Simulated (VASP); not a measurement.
An input for Quantum ESPRESSO's pw.x (written as the equivalent of a VASP run, and not itself run):

```
&CONTROL
  calculation = 'vc-relax'
  pseudo_dir = './pseudo'
  outdir = './out'
  tprnfor = .true.
  tstress = .true.
  nstep = 40
  forc_conv_thr = 0.00078
/
&SYSTEM
  ibrav = 0
  nat = 4
  ntyp = 2
  ecutwfc = 84
  occupations = 'smearing'
  smearing = 'methfessel-paxton'
  degauss = 0.00735
  input_dft = 'pbesol'
/
&ELECTRONS
  conv_thr = 7.3e-08
  electron_maxstep = 100
/
&IONS
/
&CELL
  press = 300
/
ATOMIC_SPECIES
  Pb 207.200 Pb.upf
  O 15.999 O.upf
CELL_PARAMETERS angstrom
     3.2980915    0.0000000    0.0000000
    -1.6490458    2.8562316    0.0000000
     0.0000000    0.0000000    6.3401369
ATOMIC_POSITIONS crystal
  Pb   0.0000000  0.0000000  0.0000000
  Pb   0.0000000  0.0000000  0.5000000
  O    0.3333330  0.6666670  0.2500000
  O    0.6666670  0.3333330  0.7500000
K_POINTS automatic
  11 11 5 0 0 0
```

Q: Write the VASP files for the same calculation (PBEsol).

A: One answer among several that fit: 
**INCAR**
```
# general
SYSTEM =PbO
PREC   =Accurate
ENCUT  =620
LREAL  =F
LASPH  =T

# electronic loop
EDIFF  =1E-6
NELM   =100
ALGO   =Normal
LMAXMIX=4

# smearing
ISMEAR =1
SIGMA  =0.1

# functional
GGA    =PS

# ions
IBRION =2
NSW    =40
ISIF   =3
EDIFFG =-0.02
PSTRESS=300

# output
LWAVE  =F
LCHARG =F
```

KPOINTS:
```
K-points
0
G
  11 11 5
0 0 0
```

File POSCAR:
```
PbO
1
    3.2980915298     0.0000000000     0.0000000000
   -1.6490457651     2.8562315657     0.0000000000
    0.0000000000     0.0000000000     6.3401368887
Pb O
2 2
Direct
  0.0000000000   0.0000000000   0.0000000000
  0.0000000000   0.0000000000   0.5000000000
  0.3333330000   0.6666670000   0.2500000000
  0.6666670000   0.3333330000   0.7500000000
```

POTCAR, in this order: Pb_d O (PBE.64 set). Program: vasp_std.

Limits of the translation: the potentials are each code's own (VASP's PAW set, PseudoDojo norm-conserving files in pw.x), so ENCUT and ecutwfc are chosen apart and not converted; conv_thr bounds pw.x's estimated SCF error, while EDIFF bounds the energy change between steps; forc_conv_thr acts on force components and is met together with etot_conv_thr.

The structure was generated: PbO was put into the NiAs type type (P6_3/mmc), which need not be its known phase. This run relaxes it under an external pressure of 30 GPa. Symmetry was kept, so distortions that lower it aren't found.
